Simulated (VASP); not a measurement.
Data:

```yaml
crystal:
  lattice:
    - [1.53989, -2.66717, 0.00000]
    - [1.53989, 2.66717, 0.00000]
    - [0.00000, 0.00000, 15.11657]
  atoms:
    - { symbol: Si, position: [0.00000, 0.00000, 0.99984] }
    - { symbol: Si, position: [0.00000, 0.00000, 0.49984] }
    - { symbol: Si, position: [0.66667, 0.33333, 0.83311] }
    - { symbol: Si, position: [0.33333, 0.66667, 0.33311] }
    - { symbol: Si, position: [0.66667, 0.33333, 0.16662] }
    - { symbol: Si, position: [0.33333, 0.66667, 0.66662] }
    - { symbol: C, position: [0.00000, 0.00000, 0.87446] }
    - { symbol: C, position: [0.00000, 0.00000, 0.37446] }
    - { symbol: C, position: [0.66667, 0.33333, 0.70808] }
    - { symbol: C, position: [0.33333, 0.66667, 0.20808] }
    - { symbol: C, position: [0.66667, 0.33333, 0.04159] }
    - { symbol: C, position: [0.33333, 0.66667, 0.54159] }
```

These are PBEsol GGA, VASP's PBE PAW potentials (set 64) (plane waves; VASP 6.6.1) values and carry that method's errors. Run with 520 eV cut-off, Gaussian smearing of 0.050 eV, potentials Si C.

Problem. Give the energies of bands 13 to 26 at the high-symmetry points, in eV from the valence-band maximum.

Solution. 
| band | Γ | M | K | A | L | H |
|---|---|---|---|---|---|---|
| 13 | -1.15 | -4.66 | -6.07 | -1.09 | -4.22 | -5.84 |
| 14 | -0.96 | -4.49 | -6.07 | -1.09 | -4.22 | -5.84 |
| 15 | -0.96 | -3.25 | -5.73 | -0.77 | -3.50 | -5.30 |
| 16 | -0.85 | -3.09 | -4.81 | -0.77 | -3.50 | -5.30 |
| 17 | -0.85 | -2.95 | -4.61 | -0.64 | -3.15 | -4.89 |
| 18 | -0.39 | -2.86 | -4.61 | -0.64 | -3.15 | -4.89 |
| 19 | -0.39 | -2.83 | -3.39 | -0.64 | -2.37 | -3.07 |
| 20 | -0.30 | -2.28 | -3.39 | -0.64 | -2.37 | -3.07 |
| 21 | -0.30 | -1.82 | -3.19 | -0.10 | -1.73 | -2.66 |
| 22 | -0.03 | -1.79 | -2.23 | -0.10 | -1.73 | -2.66 |
| 23 | 0.00 | -1.68 | -2.08 | -0.10 | -1.31 | -2.28 |
| 24 | 0.00 | -1.10 | -2.08 | -0.10 | -1.31 | -2.28 |
| 25 | 5.12 | 1.91 | 3.36 | 5.19 | 1.95 | 3.55 |
| 26 | 5.29 | 2.10 | 3.36 | 5.19 | 1.95 | 3.55 |

The gap is indirect, 1.91 eV, from the valence maximum at Γ to the conduction minimum at L-M at 0.56.

The compound is SiC in the 6h structure. It was relaxed first.
